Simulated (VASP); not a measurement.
Here is the system:

```yaml
crystal:
  lattice:
    - [1.50168, 0.86700, 5.76872]
    - [-1.50168, 0.86700, 5.76872]
    - [0.00000, -1.73399, 5.76872]
  atoms:
    - { symbol: Al, position: [0.80704, 0.80704, 0.80704] }
    - { symbol: Al, position: [0.30672, 0.30672, 0.30672] }
    - { symbol: O, position: [0.97183, 0.97183, 0.97183] }
    - { symbol: O, position: [0.41790, 0.41790, 0.41790] }
    - { symbol: O, position: [0.19349, 0.19349, 0.19349] }
```

Level of theory: r2SCAN meta-GGA, VASP's PBE PAW potentials (set 64) (plane waves; VASP). Settings: 520 eV cut-off, 10×10×10 Γ-centred mesh, tetrahedra with Blöchl corrections, potentials Al O.

The cores are frozen, which limits the accuracy of field gradients.

### Question
Give the principal components of the electric field gradient (V/Å²) and the asymmetry η at each nucleus.

### Answer

```json
[
 {"atom": "Al1", "Vxx": "-7.0", "Vyy": "-7.0", "Vzz": "14.0", "η": "0.00"},
 {"atom": "Al2", "Vxx": "-10.5", "Vyy": "-10.5", "Vzz": "20.9", "η": "0.00"},
 {"atom": "O3", "Vxx": "42.3", "Vyy": "42.3", "Vzz": "-84.6", "η": "0.00"},
 {"atom": "O4", "Vxx": "4.5", "Vyy": "4.5", "Vzz": "-9.0", "η": "0.00"},
 {"atom": "O5", "Vxx": "4.9", "Vyy": "4.9", "Vzz": "-9.8", "η": "0.00"}
]
```

The structure comes from a computed database's Al2O3 entry (R3m); how it stands against other phases isn't given here. It was relaxed first.
